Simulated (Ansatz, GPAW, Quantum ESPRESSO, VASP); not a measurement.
## One structure in several programs: BaTe (Fm-3m, 2 atoms in the cell)

Self-consistent single point, at a second geometry (lattice scaled by 0.98). First geometry:

```
CELL_PARAMETERS angstrom
      0.00000     3.50000     3.50000
      3.50000     0.00000     3.50000
      3.50000     3.50000     0.00000
ATOMIC_POSITIONS crystal
  Ba 0.00000 0.00000 0.00000
  Te 0.50000 0.50000 0.50000
```

Shared settings, as Ansatz (an electronic-structure program) writes them: kpoints.mp_grid.grid = 8 8 8; scf.occupations.method = fermi_dirac; scf.occupations.width = 0.0007 Ry. Potentials and cutoffs stand in the table.

| code | model | ΔF from the first geometry (meV/atom) | pressure (GPa) | gap on the mesh (eV) | cutoff |
|---|---|---|---|---|---|
| Ansatz | PBE, default PAW files | 29.7 | 3.05 | 1.470 | default |
| Quantum ESPRESSO | PBE, PseudoDojo standard norm-conserving (PBE) pseudopotentials | 29.1 | 3.00 | 1.472 | 85 Ry |
| GPAW | PBE, GPAW PAW datasets PBE (gpaw-data 1.0.1) | 33.1 | 3.28 | 1.401 | 600 eV |
| VASP | PBE, VASP's PBE PAW potentials (set 64) | – | – | 1.375 | 300 eV |

A dash marks a value that a program does not give, or that is left out as unsure.

Gaps are read on the mesh.

On Ansatz's run: spin-orbit coupling is off.

The spread over the programs that give each value: ΔF from the first geometry within 4.0 meV/atom; pressure within 0.28 GPa; gap on the mesh within 0.097 eV.

Ansatz's pressure is given at a fixed set of plane waves, as the other plane-wave codes print theirs.

VASP's run is marked for a possible Pulay error in its stress at this cutoff; no cutoff test was made.

The starting cell has typed, rounded lattice constants, without a prior relaxation at this level. For this run, on top of that: lattice scaled by 0.98.

Left out of this page: ABINIT, CP2K, Elk, FLEUR and SIESTA (not drawn, or without a comparable value).

Keys are those of Ansatz 0.2.
